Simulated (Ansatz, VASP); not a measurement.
One calculation of TaF4, two programs

INCAR

```
PREC = Accurate
ENCUT = 600
EDIFF = 1E-6
ISMEAR = 0
SIGMA = 0.1
LREAL = False
LASPH = True
NELM = 80
ALGO = Normal
ISIF = 3
LWAVE = False
LCHARG = False
GGA = PE
IBRION = 2
NSW = 90
EDIFFG = -0.04
```

KPOINTS

```
regular mesh
0
Gamma
  6 6 6
```

Contents of POSCAR:

```
TaF4
1.0
    0.0000000000      3.0320899593      3.0320899593
    3.0320899593      0.0000000000      3.0320899593
    3.0320899593      3.0320899593      0.0000000000
Ta F
1 4
Direct
    0.5000000000      0.5000000000      0.5000000000
    0.1250367433      0.6248897701      0.1250367433
    0.1250367433      0.1250367433      0.1250367433
    0.6248897701      0.1250367433      0.1250367433
    0.1250367433      0.1250367433      0.6248897701
```

Input for Ansatz:

```yaml
crystal:
  lattice:
    - [0.0, 3.0320899593, 3.0320899593]
    - [3.0320899593, 0.0, 3.0320899593]
    - [3.0320899593, 3.0320899593, 0.0]
  atoms:
    - { symbol: Ta, position: [0.5, 0.5, 0.5] }
    - { symbol: F, position: [0.1250367433, 0.6248897701, 0.1250367433] }
    - { symbol: F, position: [0.1250367433, 0.1250367433, 0.1250367433] }
    - { symbol: F, position: [0.6248897701, 0.1250367433, 0.1250367433] }
    - { symbol: F, position: [0.1250367433, 0.1250367433, 0.6248897701] }
basis:
  ecutwfc: 420
kpoints:
  mp_grid: { grid: [6, 6, 6] }
hamiltonian:
  xc: pbe
scf:
  occupations: { method: gaussian, width: 0.1 }
  lower_state_search: "off"
output:
  forces: true
  stress: true
  eigenvalues: true
relax:
  adjacent_minimum: "off"
  f_tol: 0.04
  max_steps: 70
  cell: { stress_tol: 0.4 }
```

Alike in both runs: task relaxation of cell and atoms; functional PBE; k mesh 6 × 6 × 6; occupations gaussian, width 0.1 eV; no spin polarisation.

|  | VASP | Ansatz |
| --- | --- | --- |
| version | VASP 6.6.1 | Ansatz 0.2.0 |
| potentials or method | VASP PAW PBE potentials, release 64 (Ta_pv, F) | scalar-relativistic, plane waves, PAW |
| plane-wave cutoff (eV) | 600 | 420 |
| valence electrons in the cell | 39 | 41 |

```csv
,VASP,Ansatz,Ansatz less VASP
"gap on the k mesh at the Fermi level, each at its own relaxed structure (eV)",none,none,-
relaxed volume (Å³/atom),11.15,11.15,0.000
relaxed cell length with the largest relative difference (Å),4.288,4.288,0.0000
```

A gap of «none» marks a metal or a gap that the smearing closes. The two sets of potentials don't hold the same shells in valence.

Caveats: the relaxation stopped at its first step, so nothing moved; an odd number of electrons without spin polarisation forces a metal; a magnetic or distorted state may lie lower. The runs have no spin-orbit coupling, so splittings on Ta are missing.
